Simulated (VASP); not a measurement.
An input for Ansatz (written as the equivalent of a VASP run, and not itself run):

Ansatz 0.2 input:
```yaml
crystal:
  lattice:
    - [-2.8836718, 2.8836718, 5.4869158]
    - [2.8836718, -2.8836718, 5.4869158]
    - [2.8836718, 2.8836718, -5.4869158]
  atoms:
    - { symbol: Cd, position: [0.0000000, 0.0000000, 0.0000000] }
    - { symbol: Cd, position: [0.7500000, 0.2500000, 0.5000000] }
    - { symbol: Ge, position: [0.5000000, 0.5000000, 0.0000000] }
    - { symbol: Ge, position: [0.2500000, 0.7500000, 0.5000000] }
    - { symbol: As, position: [0.8750000, 0.8508048, 0.4758048] }
    - { symbol: As, position: [0.1491952, 0.6250000, 0.0241952] }
    - { symbol: As, position: [0.3750000, 0.3991952, 0.5241952] }
    - { symbol: As, position: [0.6008048, 0.1250000, 0.9758048] }
kpoints:
  mp_grid: { grid: [6, 6, 6] }
hamiltonian:
  xc: lda
  pseudopotentials: { kind: paw }
scf:
  occupations: { method: gaussian, width: 0.05 }
  max_iter: 100
relax:
  max_steps: 40
  f_tol: 0.02
  cell: { p_target: 10 }
output: { forces: true, stress: true, eigenvalues: true }
```

**Question.** Translate this input to VASP (INCAR, KPOINTS, POSCAR, choice of POTCAR).

**Answer.** This is not unique; one that fits is 
### KPOINTS
```
Automatic mesh
0
Gamma
6 6 6
0 0 0
```

### INCAR
```
! general
SYSTEM =CdGeAs2
PREC   =Accurate
ENCUT  =500   ! plane-wave cut-off (eV)
LREAL  =.False.
LASPH  =.True.   ! aspherical one-centre terms

! electronic loop
EDIFF  =1E-6
NELM   =100   ! most electronic steps
ALGO   =Normal   ! blocked Davidson
LMAXMIX=4

! smearing
ISMEAR =0   ! Gaussian
SIGMA  =0.05   ! width (eV)

! ions
IBRION =2   ! conjugate gradients
NSW    =40   ! most ionic steps
ISIF   =3   ! ions, shape and volume
EDIFFG =-0.02   ! ionic stop
PSTRESS=100   ! kbar

! output
LWAVE  =.False.
LCHARG =.False.
```

POSCAR:
```
CdGeAs2
1
   -2.8836717749     2.8836717749     5.4869158350
    2.8836717749    -2.8836717749     5.4869158350
    2.8836717749     2.8836717749    -5.4869158350
Cd Ge As
2 2 4
Direct
  0.0000000000   0.0000000000   0.0000000000
  0.7500000000   0.2500000000   0.5000000000
  0.5000000000   0.5000000000   0.0000000000
  0.2500000000   0.7500000000   0.5000000000
  0.8750000000   0.8508047860   0.4758047860
  0.1491952140   0.6250000000   0.0241952140
  0.3750000000   0.3991952140   0.5241952140
  0.6008047860   0.1250000000   0.9758047860
```

POTCAR, in this order: Cd Ge_d As (LDA.64 set). Program: vasp_std.

What does not carry over: each code has its own PAW files, so the cut-off isn't converted (ENCUT is set for VASP's; basis.ecutwfc is left out, and Ansatz then takes the one that its files recommend); Ansatz stops its SCF on the density residual and VASP on the energy change (EDIFF); Ansatz's lda is the Perdew-Wang form, while the LDA potentials of VASP carry Perdew-Zunger's.

The compound is CdGeAs2 in the chalcopyrite structure. This run relaxes it under an external pressure of 10 GPa. Symmetry was kept, so distortions that lower it aren't found.
